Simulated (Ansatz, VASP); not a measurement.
# Cross-check of TiO2 (Rutile) between VASP and Ansatz, part 2 of 3

One calculation is typed for both programs; each brings its own data sets. How far apart do they land? The cell is taken from a series of runs on this material, whose earlier steps may have relaxed, scaled, displaced or heated it; both programs get it as it stands.

VASP 6.6.1 and Ansatz 0.2.0.

So far: Set-up; VASP: zone-centre phonons, LDA.

### 2. VASP: zone-centre phonons, LDA (continued)

Level of this step: LDA, no spin polarisation; plane waves and PAW (Ti_sv, O) (VASP).

From OUTCAR (step 2):

```text
ion  position               nearest neighbor table
   1  0.000  0.000  0.000-   4 1.93   6 1.93   4 1.93   6 1.93   5 1.96   3 1.96
   2  0.500  0.500  0.500-   3 1.93   5 1.93   3 1.93   5 1.93   4 1.96   6 1.96
   3  0.304  0.304  0.000-   2 1.93   2 1.93   1 1.96
   4  0.196  0.804  0.500-   1 1.93   1 1.93   2 1.96
   5  0.696  0.696  0.000-   2 1.93   2 1.93   1 1.96
   6  0.804  0.196  0.500-   1 1.93   1 1.93   2 1.96

  LATTYP: Found a simple tetragonal cell.
 ALAT       =     4.5480793183
 C/A-ratio  =     0.6414030495

 Subroutine GETGRP returns: Found 16 space group operations
 (whereof  8 operations were pure point group operations)

The static configuration has the point symmetry D_2h.
 The point group associated with its full space group is D_4h.

 Found     50 irreducible k-points:

   k-points           NKPTS =     50   k-points in BZ     NKDIM =     50   number of bands    NBANDS=     30

   dimension x,y,z NGX =    36 NGY =   36 NGZ =   24
   dimension x,y,z NGXF=    72 NGYF=   72 NGZF=   48

   ENCUT  =  600.0 eV  44.10 Ry    6.64 a.u.   9.08  9.08  5.83*2*pi/ulx,y,z

   NELECT =      48.0000    total number of electrons

 k-points in reciprocal lattice and weights: Automatic mesh
   0.00000000  0.00000000  0.00000000       0.003
   0.16666667  0.00000000  0.00000000       0.014
   0.33333333  0.00000000  0.00000000       0.014
   0.50000000  0.00000000  0.00000000       0.007
   0.16666667  0.16666667  0.00000000       0.014
   0.33333333  0.16666667  0.00000000       0.028
   0.50000000  0.16666667  0.00000000       0.014
   0.33333333  0.33333333  0.00000000       0.014
   0.50000000  0.33333333  0.00000000       0.014
[...]
0.50000000  0.33333333  0.50000000       0.014
   0.50000000  0.50000000  0.50000000       0.003

 average (electrostatic) potential at core
       1 -75.8590       2 -75.8590       3 -70.1600       4 -70.1600       5 -70.1600
       6 -70.1600

[...]
2     1.80253    -3.16657     0.00000
    3     0.00000     0.00000    -3.83767

 Eigenvectors and eigenvalues of the dynamical matrix
 ----------------------------------------------------

   1 f  =   24.624595 THz   154.720896 2PiTHz  821.388089 cm-1   101.839098 meV
             X         Y         Z           dx          dy          dz
      0.000000  0.000000  0.000000     0.000000    0.000000   -0.000000
      2.274040  2.274040  1.458576    -0.000000   -0.000000   -0.000000
      1.382463  1.382463  0.000000    -0.353553   -0.353553   -0.000000
      0.891576  3.656503  1.458576    -0.353553    0.353553    0.000000
      3.165616  3.165616  0.000000     0.353553    0.353553   -0.000000
      3.656503  0.891576  1.458576     0.353553   -0.353553    0.000000

   2 f  =   18.520365 THz   116.366888 2PiTHz  617.772894 cm-1    76.594043 meV
             X         Y         Z           dx          dy          dz
      0.000000  0.000000  0.000000    -0.000000   -0.000000   -0.000000
      2.274040  2.274040  1.458576     0.000000    0.000000    0.000000
      1.382463  1.382463  0.000000     0.353553    0.353553   -0.000000
      0.891576  3.656503  1.458576    -0.353553    0.353553   -0.000000
      3.165616  3.165616  0.000000    -0.353553   -0.353553    0.000000
      3.656503  0.891576  1.458576     0.353553   -0.353553    0.000000

   3 f  =   14.794141 THz    92.954331 2PiTHz  493.479433 cm-1    61.183624 meV
             X         Y         Z           dx          dy          dz
      0.000000  0.000000  0.000000     0.430070   -0.387865   -0.000000
      2.274040  2.274040  1.458576    -0.286115    0.217578    0.000000
      1.382463  1.382463  0.000000     0.207340   -0.154286    0.000000
      0.891576  3.656503  1.458576    -0.331731    0.301430   -0.000000
      3.165616  3.165616  0.000000     0.207340   -0.154286   -0.000000
      3.656503  0.891576  1.458576    -0.331731    0.301430    0.000000

   4 f  =   14.794141 THz    92.954331 2PiTHz  493.479433 cm-1    61.183624 meV
             X         Y         Z           dx          dy          dz
      0.000000  0.000000  0.000000     0.217578    0.286115    0.000000
      2.274040  2.274040  1.458576    -0.387865   -0.430070   -0.000000
      1.382463  1.382463  0.000000     0.301430    0.331731    0.000000
      0.891576  3.656503  1.458576    -0.154286   -0.207340   -0.000000
      3.165616  3.165616  0.000000     0.301430    0.331731   -0.000000
      3.656503  0.891576  1.458576    -0.154286   -0.207340    0.000000

   5 f  =   14.049639 THz    88.276486 2PiTHz  468.645516 cm-1    58.104612 meV
             X         Y         Z           dx          dy          dz
      0.000000  0.000000  0.000000     0.000000    0.000000   -0.000000
      2.274040  2.274040  1.458576    -0.000000   -0.000000   -0.000000
      1.382463  1.382463  0.000000     0.000000    0.000000   -0.677992
      0.891576  3.656503  1.458576    -0.000000   -0.000000    0.200815
      3.165616  3.165616  0.000000     0.000000    0.000000    0.677992
      3.656503  0.891576  1.458576    -0.000000   -0.000000   -0.200815

   6 f  =   14.049639 THz    88.276486 2PiTHz  468.645516 cm-1    58.104612 meV
             X         Y         Z           dx          dy          dz
      0.000000  0.000000  0.000000     0.000000    0.000000   -0.000000
      2.274040  2.274040  1.458576    -0.000000   -0.000000    0.000000
      1.382463  1.382463  0.000000     0.000000    0.000000   -0.200815
      0.891576  3.656503  1.458576    -0.000000   -0.000000   -0.677992
      3.165616  3.165616  0.000000     0.000000    0.000000    0.200815
      3.656503  0.891576  1.458576    -0.000000   -0.000000    0.677992

   7 f  =   12.545355 THz    78.824790 2PiTHz  418.467997 cm-1    51.883396 meV
             X         Y         Z           dx          dy          dz
      0.000000  0.000000  0.000000     0.000000    0.000000    0.000000
      2.274040  2.274040  1.458576    -0.000000   -0.000000    0.000000
      1.382463  1.382463  0.000000     0.353553   -0.353553   -0.000000
      0.891576  3.656503  1.458576     0.353553    0.353553    0.000000
      3.165616  3.165616  0.000000    -0.353553    0.353553    0.000000
      3.656503  0.891576  1.458576    -0.353553   -0.353553    0.000000

   8 f  =   11.975231 THz    75.242594 2PiTHz  399.450701 cm-1    49.525553 meV
             X         Y         Z           dx          dy          dz
      0.000000  0.000000  0.000000     0.000000   -0.000000   -0.092071
      2.274040  2.274040  1.458576    -0.000000    0.000000    0.092071
      1.382463  1.382463  0.000000    -0.000000    0.000000   -0.495743
      0.891576  3.656503  1.458576     0.000000   -0.000000    0.495743
      3.165616  3.165616  0.000000     0.000000   -0.000000   -0.495743
      3.656503  0.891576  1.458576     0.000000    0.000000    0.495743

   9 f  =   11.604372 THz    72.912422 2PiTHz  387.080198 cm-1    47.991806 meV
             X         Y         Z           dx          dy          dz
      0.000000  0.000000  0.000000     0.410408   -0.341506    0.000000
      2.274040  2.274040  1.458576    -0.375292    0.298389   -0.000000
      1.382463  1.382463  0.000000    -0.284361    0.237783   -0.000000
      0.891576  3.656503  1.458576     0.254409   -0.201006   -0.000000
      3.165616  3.165616  0.000000    -0.284361    0.237783    0.000000
      3.656503  0.891576  1.458576     0.254409   -0.201006   -0.000000

  10 f  =   11.604372 THz    72.912422 2PiTHz  387.080198 cm-1    47.991806 meV
             X         Y         Z           dx          dy          dz
      0.000000  0.000000  0.000000    -0.298389   -0.375292    0.000000
      2.274040  2.274040  1.458576     0.341506    0.410408    0.000000
      1.382463  1.382463  0.000000     0.201006    0.254409   -0.000000
      0.891576  3.656503  1.458576    -0.237783   -0.284361    0.000000
      3.165616  3.165616  0.000000     0.201006    0.254409    0.000000
      3.656503  0.891576  1.458576    -0.237783   -0.284361   -0.000000

  11 f  =    4.632996 THz    29.109975 2PiTHz  154.540124 cm-1    19.160525 meV
             X         Y         Z           dx          dy          dz
      0.000000  0.000000  0.000000    -0.000000   -0.000000   -0.449080
      2.274040  2.274040  1.458576    -0.000000    0.000000   -0.449080
      1.382463  1.382463  0.000000     0.000000    0.000000    0.386217
      0.891576  3.656503  1.458576     0.000000    0.000000    0.386217
      3.165616  3.165616  0.000000     0.000000    0.000000    0.386217
      3.656503  0.891576  1.458576     0.000000    0.000000    0.386217

  12 f  =    4.527946 THz    28.449926 2PiTHz  151.036033 cm-1    18.726073 meV
             X         Y         Z           dx          dy          dz
      0.000000  0.000000  0.000000     0.432247    0.150262   -0.000000
      2.274040  2.274040  1.458576     0.434233   -0.155883   -0.000000
      1.382463  1.382463  0.000000    -0.374206    0.071191    0.000000
      0.891576  3.656503  1.458576    -0.373314   -0.066342    0.000000
      3.165616  3.165616  0.000000    -0.374206    0.071191    0.000000
      3.656503  0.891576  1.458576    -0.373314   -0.066342    0.000000

  13 f  =    4.527946 THz    28.449926 2PiTHz  151.036033 cm-1    18.726073 meV
             X         Y         Z           dx          dy          dz
      0.000000  0.000000  0.000000    -0.155883   -0.434233    0.000000
      2.274040  2.274040  1.458576     0.150262   -0.432247    0.000000
      1.382463  1.382463  0.000000    -0.066342    0.373314   -0.000000
      0.891576  3.656503  1.458576     0.071191    0.374206   -0.000000
      3.165616  3.165616  0.000000    -0.066342    0.373314   -0.000000
      3.656503  0.891576  1.458576     0.071191    0.374206   -0.000000
    [... 43 further lines ...]
      3.165616  3.165616  0.000000     0.000000   -0.000000    0.317547
      3.656503  0.891576  1.458576     0.000000   -0.000000    0.317547

 MACROSCOPIC STATIC DIELECTRIC TENSOR IONIC CONTRIBUTION
 ------------------------------------------------------
         134.259959     0.000000    -0.000000
           0.000000   134.259959    -0.000000
          -0.000000    -0.000000   209.106243
 ------------------------------------------------------

 ELASTIC MODULI CONTR FROM IONIC RELAXATION (kBar)
 Direction    XX          YY          ZZ          XY          YZ          ZX
 --------------------------------------------------------------------------------
 XX        -395.1745    236.4355   -135.2607      0.0000      0.0000      0.0000
 YY         236.4355   -395.1745   -135.2607     -0.0000     -0.0000     -0.0000
 ZZ        -135.2607   -135.2607   -230.5101     -0.0000      0.0000      0.0000
 XY           0.0000     -0.0000     -0.0000     -9.4690     -0.0000     -0.0000
 YZ           0.0000     -0.0000      0.0000     -0.0000   -385.3228     -0.0000
 ZX           0.0000     -0.0000      0.0000     -0.0000     -0.0000   -274.2244
 --------------------------------------------------------------------------------

 PIEZOELECTRIC TENSOR IONIC CONTR  for field in x, y, z        (C/m^2)
          XX          YY          ZZ          XY          YZ          ZX
  --------------------------------------------------------------------------------
  x     0.00000    -0.00000     0.00000     0.00000    -0.00000    -0.00000
  y     0.00000    -0.00000     0.00000    -0.00000     0.00000     0.00000
  z     0.00000    -0.00000     0.00000    -0.00000    -0.00000    -0.00000
```

This run has no spin polarisation, so a moment on Ti, if there is one, isn't seen. The dielectric response converges more slowly with the mesh than energies do, so tensor and charges may still move on a finer one.

(Continued in part 3 of 3.)

[Lines on the potential files, build, host, timing and source positions are cut from VASP's logs without a mark.]

[Logs are printed without paths, hosts, clocks, repeated set-up lines and the standing remarks that a program may print on its own settings, such as how far it seeks lower states.]

[Hosts, paths, dates, database ids (printed as entryN), source tags and the programs' standing remarks are cut or masked in the printed files.]
